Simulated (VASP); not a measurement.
A convergence study with VASP on MnO2 (rutile): a few settings are varied, all else stays as given below, so the limit is that of these other settings. The cell's lengths are 1 % over those of the tabulated start and one atom is moved, so it is off equilibrium.

```yaml
crystal:
  lattice:
    - [4.44400, 0.00000, 0.00000]
    - [0.00000, 4.44400, 0.00000]
    - [0.00000, 0.00000, 2.89870]
  atoms:
    - { symbol: Mn, position: [0.00000, 0.00000, 0.00000], spin: 3.0 }
    - { symbol: Mn, position: [0.50000, 0.50000, 0.50000], spin: -3.0 }
    - { symbol: O, position: [0.30500, 0.30500, 0.00000] }
    - { symbol: O, position: [0.80500, 0.19500, 0.50000] }
    - { symbol: O, position: [0.19500, 0.80500, 0.50000] }
    - { symbol: O, position: [0.70864, 0.69500, 0.00000] }
```

Calculation: PBE GGA, VASP's PBE PAW potentials (set 64) (plane waves; VASP). The last row used: LREAL = Auto, 700 eV cut-off, 5×5×7 Γ-centred mesh, Gaussian smearing of 0.050 eV, potentials Mn_pv O.

```
setting                                        E (eV/atom)  pressure (GPa)  largest force (eV/Å)  plane waves
---------------------------------------------  -----------  --------------  --------------------  -----------
ENCUT = 400, LREAL = .FALSE., PREC = Normal            ___             ___                 0.874         1049
ENCUT = 500, LREAL = .FALSE., PREC = Normal        -7.9819           -3.76                 0.866         1464
ENCUT = 600, LREAL = .FALSE., PREC = Normal        -7.9832           -3.95                 0.867         1931
ENCUT = 700, LREAL = .FALSE., PREC = Normal        -7.9850           -4.00                 0.867         2425
ENCUT = 400, LREAL = .FALSE., PREC = Accurate      -7.9936          -11.18                 0.875         1049
ENCUT = 500, LREAL = .FALSE., PREC = Accurate      -7.9815           -3.82                 0.866         1464
ENCUT = 600, LREAL = .FALSE., PREC = Accurate      -7.9832           -3.92                 0.866         1931
ENCUT = 700, LREAL = .FALSE., PREC = Accurate      -7.9850           -4.00                 0.867         2425
ENCUT = 400, LREAL = Auto, PREC = Normal           -7.9955          -11.11                 0.874         1049
ENCUT = 500, LREAL = Auto, PREC = Normal           -7.9822           -3.87                 0.886         1464
ENCUT = 600, LREAL = Auto, PREC = Normal               ___             ___                   ___         1931
ENCUT = 700, LREAL = Auto, PREC = Normal           -7.9847           -3.76                 0.877         2425
ENCUT = 400, LREAL = Auto, PREC = Accurate         -7.9939          -11.20                 0.876         1049
ENCUT = 500, LREAL = Auto, PREC = Accurate         -7.9823           -3.84                 0.866         1464
ENCUT = 600, LREAL = Auto, PREC = Accurate         -7.9835           -3.93                 0.868         1931
ENCUT = 700, LREAL = Auto, PREC = Accurate         -7.9853           -3.96                 0.866         2425
```

### Question
What belongs in the gaps?

### Answer

- ENCUT = 600, LREAL = Auto, PREC = Normal, E (eV/atom): -7.9834
- ENCUT = 600, LREAL = Auto, PREC = Normal, pressure (GPa): -3.91
- ENCUT = 600, LREAL = Auto, PREC = Normal, largest force (eV/Å): 0.863
- ENCUT = 400, LREAL = .FALSE., PREC = Normal, E (eV/atom): -7.9949
- ENCUT = 400, LREAL = .FALSE., PREC = Normal, pressure (GPa): -11.08

Left out are rungs that failed or repeat a setting and relaxations that didn't move; long series are thinned to 24 rows.

The compound is MnO2 in the rutile structure. The cell was not relaxed at this level, it is distorted from the ideal structure. The spin order is the one that the start imposed; others were not tried in this run.
